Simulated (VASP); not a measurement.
Here is the system:

```
Pt
1.0
    0.00000     1.98298     1.98298
    1.98298     0.00000     1.98298
    1.98298     1.98298     0.00000
Pt
1
Direct
  0.00000   0.00000   0.00000
```

Method: PBE GGA, VASP's PBE PAW potentials (set 64) (plane waves; VASP). Run with 480 eV cut-off, 14×14×14 Γ-centred mesh, first-order Methfessel-Paxton smearing of 0.10 eV, potentials Pt.

Question: The ions, cell shape and volume at an external pressure of 5.0 GPa are relaxed. Which structure does the run end with?

Answer: 
```
Pt
1.0
    0.00000     1.97090     1.97090
    1.97090     0.00000     1.97090
    1.97090     1.97090     0.00000
Pt
1
Direct
  0.00000   0.00000   0.00000
```
Space group Fm-3m (225), at a tolerance of 0.03 Å.

Question: How do energy and volume change from the first to the last step?

Answer: The energy (σ→0) changes by +4.3 meV/atom and the volume by -1.8 %, in 3 ionic steps.

The compound is Pt in the fcc structure. This run relaxes it under an external pressure of 5 GPa. Symmetry was kept, so distortions that lower it aren't found.
